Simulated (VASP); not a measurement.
Runs of VASP 6.6.1 on Pt. The structure is cubic, space group Fm-3m (No. 225). The conventional cell has a = 3.922 Å, b = 3.922 Å, c = 3.922 Å, α = 90.00°, β = 90.00°, γ = 90.00°. Pt (site symmetry m-3m) has 12 Pt at 2.77 Å as nearest neighbours. 

| k mesh | cutoff (eV) | gap on the mesh (eV) | pressure (GPa) |
| --- | --- | --- | --- |
| 24 × 24 × 24 | 520 | none | 9.5 |
| 12 × 12 × 12 | 520 | none | 9.7 |
| 20 × 20 × 20 | 520 | none | 9.5 |
| 14 × 14 × 14 | 520 | none | (a) |
| 14 × 14 × 14 | 350 | none | 8.7 |

Alike in all rows: task single point; level PBE; potentials or basis VASP PAW PBE potentials, release 64 (Pt); no spin polarisation; cell as given; smearing gaussian 0.1 eV.

**Question.** Estimate the missing entries.

**Answer.** (a) 9.4.

A k mesh can miss the band edges, and the runs leave out spin-orbit coupling on Pt.

A gap of «none» marks a metal or a gap under the smearing width.
